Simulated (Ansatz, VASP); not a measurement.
# Cross-check of TcPd between VASP and Ansatz, part 2 of 2

Wanted: the spread between two codes on one cell, functional and k mesh. The cell is invented: As first built, before any earlier steps moved the atoms (in the runner's words): it takes the TcPt structure with some of its atoms replaced by other elements, volume scaled by an estimate. It may not be a known or stable phase. The cell is taken from a series of VASP runs on this material, whose earlier steps may have relaxed, scaled or displaced it; both programs get it as it stands. Valence electrons are named where the data sets of a main pair hold unlike numbers.

VASP 6.6.1 and Ansatz 0.2.0.

So far: The structure; VASP: zone-centre phonons, RPBE.

**3. Ansatz: zone-centre phonons, RPBE**

Level of this step: Ansatz beside VASP: Kohn-Sham DFT, plane waves, RPBE (Ansatz).

Ansatz runs on its default PAW (the set named soft_2) files.

The same cell, functional, mesh and smearing now go to Ansatz, which takes its cutoff from its data sets.

Input file input.yaml:

```yaml
crystal:
  lattice:
    - [1.3668886981, 0.7891735332, 4.5922312875]
    - [-1.3668886981, 0.7891735332, 4.5922312875]
    - [0.0, -1.5783470663, 4.5922312875]
  atoms:
    - { symbol: Pd, position: [0.0, 0.0, 0.0] }
    - { symbol: Tc, position: [0.5, 0.5, 0.5] }
hamiltonian:
  xc: rpbe
  pseudopotentials: { kind: paw }
kpoints:
  mp_grid: { grid: [8, 8, 8] }
scf:
  occupations: { method: fermi_dirac, width: 0.05 }
phonons:
  method: dfpt
  qpoints: [[0, 0, 0]]
```

Started as:

```sh
$ ansatz run input.yaml --threads 4 --pin off --max-ram 9216MiB --backend cpu --events-out ev --progress --plain --runs-dir out
```

Numbers of over 12 decimals in the logs are rounded to 6 here.

What it wrote:

```text
Engine: ansatz 0.2.0, aarch64-unknown-linux-gnu
Pseudopotentials: kind: paw
Pseudopotential: Pd, paw, valence charge 18, recommended cutoff 420 eV (normal), Pd.paw.azcp
Pseudopotential: Tc, paw, valence charge 15, recommended cutoff 500 eV (normal), Tc.paw.azcp
Functional definition: RPBE
  parameter kappa = 0.804
  parameter beta = 0.066725
  exchange = rpbe_x(kappa = kappa, mu = beta*pi^2/3)
  correlation = pbe_c(beta = beta)
Crystal: 2 atoms, lattice volume = 29.722 Å³
Basis set: ecut = 500 eV, 725 PW (Γ), exchange–correlation on 72×72×72 points (8 copies of the dense FFT grid, shifted against one another)
Bands: 21, of which v1, the nominal top of the filled ones, is band 17 counted from 1 (16 counted from 0)
Symmetry: 12 space group operations
k-points: 150 of 512 (irreducible under 2 space group operations, time reversal used)
Non-local potential: Pd, projectors of the file, l = 0: 2, l = 1: 2, l = 2: 2, l = 3: 1
Non-local potential: Tc, projectors of the file, l = 0: 3, l = 1: 3, l = 2: 2, l = 3: 2
PAW form: soft (Blöchl's): semilocal exchange-correlation on the pseudo side does not see the compensation charge
PAW frozen core: Pd, regenerated for the run's functional, and the local potential with it (the file was generated under x = pbe(κ = 0.804, μ = 0.219515), c = pbe(β = 0.066725))
PAW frozen core: Tc, regenerated for the run's functional, and the local potential with it (the file was generated under x = pbe(κ = 0.804, μ = 0.219515), c = pbe(β = 0.066725))
PAW one-centre angular grid: Pd, 590 points (default); XC on 64 Gauss nodes
PAW one-centre angular grid: Tc, 590 points (default); XC on 64 Gauss nodes
Initial density: superposition of atomic densities (chi_scale 0.1, normalization cell, long waves kept (reshape's long-wave potential 0.00 eV rms))
Initial wavefunctions: pseudopotential atomic-orbital guess
Functional: x = rpbe, c = pbe(β = 0.066725)
SCF iter   1: F=—  HF=-12403.852975 eV  |F-HF|=—  |Δ(HF+E_count)|=         —  Δρ=5.52e-1  dr2=2.21e2  ethr=3.10e-3  ⟨swp⟩=5.5  Hψ=13189  notcnv=0
preconditioner: auto → Kerker (q_TF=auto, 2.776 Å⁻¹)  [metal: Δε(μ)=0.027 eV  Ē_g=7.798 eV  σ=0.050 eV  W_gap=0.13  n_scr=10 (ndim 8)  ℏωp=28.1 eV  f_vac=0.000  D(μ)=1.61/eV (n_scr^D=16)]
SCF iter   2: F=—  HF=-12387.327691 eV  |F-HF|=—  |Δ(HF+E_count)|=    1.65e1  Δρ=1.59e-1  dr2=2.24e1  ethr=3.10e-3  ⟨swp⟩=3.3  Hψ=8127  notcnv=0
SCF iter   3: F=—  HF=-12385.708465 eV  |F-HF|=—  |Δ(HF+E_count)|=    1.62e0  Δρ=6.07e-2  dr2=6.92e-1  ethr=3.10e-3  ⟨swp⟩=2.9  Hψ=5975  notcnv=0
SCF iter   4: F=—  HF=-12385.585793 eV  |F-HF|=—  |Δ(HF+E_count)|=   1.23e-1  Δρ=2.73e-2  dr2=4.41e-1  ethr=2.10e-3  ⟨swp⟩=2.0  Hψ=7080  notcnv=0
SCF iter   5: F=—  HF=-12385.543844 eV  |F-HF|=—  |Δ(HF+E_count)|=   4.19e-2  Δρ=1.15e-2  dr2=7.14e-2  ethr=1.34e-3  ⟨swp⟩=2.0  Hψ=3705  notcnv=0
SCF iter   6: F=—  HF=-12385.535700 eV  |F-HF|=—  |Δ(HF+E_count)|=   8.14e-3  Δρ=3.83e-3  dr2=8.71e-3  ethr=2.16e-4  ⟨swp⟩=2.1  Hψ=3750  notcnv=0
SCF iter   7: F=—  HF=-12385.534707 eV  |F-HF|=—  |Δ(HF+E_count)|=   9.93e-4  Δρ=3.96e-4  dr2=1.22e-4  ethr=2.64e-5  ⟨swp⟩=1.0  Hψ=3750  notcnv=0
SCF iter   8: F=—  HF=-12385.534706 eV  |F-HF|=—  |Δ(HF+E_count)|=   1.47e-6  Δρ=1.41e-4  dr2=6.03e-6  ethr=3.71e-7  ⟨swp⟩=2.3  Hψ=4323  notcnv=0
SCF iter   9: F=—  HF=-12385.534705 eV  |F-HF|=—  |Δ(HF+E_count)|=   9.94e-7  Δρ=3.15e-5  dr2=3.34e-7  ethr=1.83e-8  ⟨swp⟩=1.4  Hψ=3596  notcnv=0
SCF iter  10: F=—  HF=-12385.534705 eV  |F-HF|=—  |Δ(HF+E_count)|=   5.41e-7  Δρ=4.52e-6  dr2=1.03e-8  ethr=1.01e-9  ⟨swp⟩=1.0  Hψ=3150  notcnv=0
SCF iter  11: F=—  HF=-12385.534705 eV  |F-HF|=—  |Δ(HF+E_count)|=  5.57e-10  Δρ=6.45e-7  dr2=3.02e-10  ethr=3.12e-11  ⟨swp⟩=1.2  Hψ=3280  notcnv=0
SCF iter  12: F=-12385.534705 eV  HF=-12385.534705 eV  |F-HF|=3.64e-12  |Δ(HF+E_count)|=    0.00e0  Δρ=1.12e-7  dr2=6.16e-12  ethr=1.00e-12  ⟨swp⟩=5.0  Hψ=13926  notcnv=0
SCF 1 converged in 12 iterations: F = -12385.534705 eV  dr2 = 6.16e-12
  greatest PAW one-centre occupation: 1.000 electrons in one spin orbital (limit 2), on the Pd atom at site 0 (counted from 0), in its partial waves of l = 0
DFPT response loops at Γ: preconditioner auto → Kerker (q_TF=auto, 2.776 Å⁻¹) (partly filled bands, converged f_vac=0.000); β = 1.00, the filter's whole step (`scf.mixing.beta` (0.50) is not read by the response loops under this deck's `scf.mixing.preconditioner`; to damp them name `kerker` or `kerker_dos`, under which they read `scf.mixing.beta`, and type it under 1.00, their step now; both keys bind the ground state too); Broyden in place of MSR1
SCF converged after 12 iterations
Free energy (F): -12385.534705 eV
Harris-Foulkes:  -12385.534705 eV  (|F-HF|=3.64e-12)
Internal energy: -12385.518033 eV  (E = F + TS)
E sigma→0 (E₀):  -12385.526369 eV
Entropy (-TS):   -0.016672 eV (-8.336 meV/atom)
Fermi energy:    21.041888 eV
--- Per-component energies (eV) ---
  E_band       = -199.376863
  E_kinetic    = 1135.698818
  E_local      = -3021.526662  (includes V_loc(G=0)·N_el)
  E_nonlocal   = 499.370901
  E_hartree    = 1070.227260
  E_xc         = -408.431177
  E_vxc        = -506.235711  (∫ρ·V_xc dr)
  E_paw        = -7042.023780  (= ΣΔE_a)
  E_vpaw       = -447.138760  (= ΣTr[D̂ρ^β])
  E_aug_tail   = 0.000075  (compensation charges beyond the density's cutoff)
  E_ewald      = -4618.630747
  E_core_change = -0.202721  (= ΣΔE_core)
  E_smearing   = -0.016672  (= −TS)
  E_closure    = -0.000000  (closes the sum)
  Σ components = -12385.534705   (vs F -12385.534705, Δ=0.00e0)
--- Band table (eV; the first three rows and the last of 150) ---
  k-point 0: bands = [... 13 lower, 18.5407, 18.5407, 20.2549, 20.2549, 21.4495, 22.5213, 22.5213, 29.0705]
  k-point 1: bands = [... 13 lower, 18.3279, 18.6635, 19.6699, 20.3435, 20.5549, 22.3311, 24.3419, 29.0894]
  k-point 2: bands = [... 13 lower, 18.6920, 19.0235, 19.0686, 20.1085, 21.5899, 21.8877, 26.3813, 29.7767]
  k-point 149: bands = [... 13 lower, 18.5457, 19.2588, 19.2588, 19.5753, 19.5753, 21.9825, 21.9825, 34.0198]
--- Phonons (Γ-DFPT): 4 representative perturbations + reference, on 150 of 512 k-points (Σ response iterations 12) ---
  k mesh reduced under 2 symmetry operations, with k and −k counted as one. Each operation leaves every solved perturbation unchanged. A smaller set is not used because it would not reduce the number of displacements times k-points to solve
  ASR residual: 1.451e-3 → 0.000e0 eV/Å²; symmetrization residual: 4.989e-5 eV/Å²
  ASR residual per site (eV/Å²): 4.89e-4 1.45e-3
  Γ frequencies (cm⁻¹): 0.00 0.00 0.00 104.14 104.14 183.14
  non-analytic LO–TO correction: not included (Born effective charges unavailable; polar crystals: no LO–TO splitting at Γ)
--- Phonons (arbitrary-q DFPT): 1 explicit q-point ---
  q = [0, 0, 0] (of the zone-centre solve; hermiticity 7.93e-6, symmetrization 3.97e-6): -0.00 0.00 0.00 104.14 104.14 183.14
  sum rule: each row above includes the acoustic sum rule's correction from the zone centre's row sums; it moved no ω² by more than (2.01 cm⁻¹)²
```

Run time: 20 s. Hardware: 4 threads of Arm Neoverse V2, shared host; peak memory 0.67 GiB; 76 s of CPU time.

In the SCF lines HF is the Harris–Foulkes energy and dr2 the Hartree energy of the density residual, in eV; the loop may stop once dr2 is under the threshold and the program's other checks hold. Hψ counts applications of the Hamiltonian.

**4. Differences**

Known differences besides the potentials themselves: the data sets hold 33 valence electrons in Ansatz (on its default PAW (the set named soft_2) files) and 23 in VASP; the cutoff is 500 eV in Ansatz and 400 eV in VASP; Ansatz makes its cores anew for this functional, VASP keeps those of its PBE data sets; VASP leaves aspherical gradient terms in its spheres out (LASPH is not set), Ansatz keeps them. Total energies have different zeros and are not compared.

The two programs side by side:

| quantity | Ansatz | VASP | difference |
| --- | --- | --- | --- |
| optical mode 1 to 2 (cm⁻¹) | 104.1 | 103.7 | +0.40 % |
| optical mode 3 (cm⁻¹) | 183.1 | 181.9 | +0.70 % |

Modes are paired by rising frequency, not by their patterns, so a pair may set unlike modes beside each other; they are those without the splitting of longitudinal modes.

**5. Results**

```json
{
  "r.m.s. difference of the optical zone-centre modes, each program's sorted by frequency (zone-centre phonons, RPBE)": "0.81 cm⁻¹",
  "difference in optical mode 3 (zone-centre phonons, RPBE)": "+0.7 %"
}
```

The r.m.s. difference of the optical zone-centre modes, each program's sorted by frequency is 0.81 cm⁻¹ (zone-centre phonons, RPBE). The data sets hold unlike numbers of valence electrons (33 in Ansatz and 23 in VASP), so part of the differences comes from the potentials. Among the rows given in per cent, the largest difference of the zone-centre phonons, RPBE pair is in optical mode 3, +0.7 %. How closely two codes agree says nothing of how well the functional describes the real material.

[Lines on the potential files, build, host, timing and source positions are cut from VASP's logs without a mark.]

[Logs are printed without paths, hosts, clocks, repeated set-up lines and the standing remarks that a program may print on its own settings, such as how far it seeks lower states.]

[Hosts, paths, dates, database ids (printed as entryN), source tags and the programs' standing remarks are cut or masked in the printed files.]
